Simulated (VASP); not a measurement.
Given:

```
CELL_PARAMETERS angstrom
      0.00000     3.32220     3.32220
      3.32220     0.00000     3.32220
      3.32220     3.32220     0.00000
ATOMIC_POSITIONS crystal
  Hg 0.00000 0.00000 0.00000
  Te 0.25000 0.25000 0.25000
```

Calculation: PBEsol GGA, VASP's PBE PAW potentials (set 64) (plane waves; VASP). Settings: 520 eV cut-off, 10×10×10 Γ-centred mesh, first-order Methfessel-Paxton smearing of 0.10 eV, potentials Hg Te.

Q: The job: HgTe (zinc blende), 2 atoms, PBEsol, static run, 520 eV, 10×10×10 Γ-centred mesh. Roughly how much core time does it take on a busy server core?

A: About 30 core-seconds (one run on a shared machine, a rough figure). It had 47 irreducible k-points, 13 bands, up to 1992 plane waves and 13 electronic steps.

The compound is HgTe in the zinc blende structure. This cell is one point of a volume scan, at 1.06 of the reference volume.
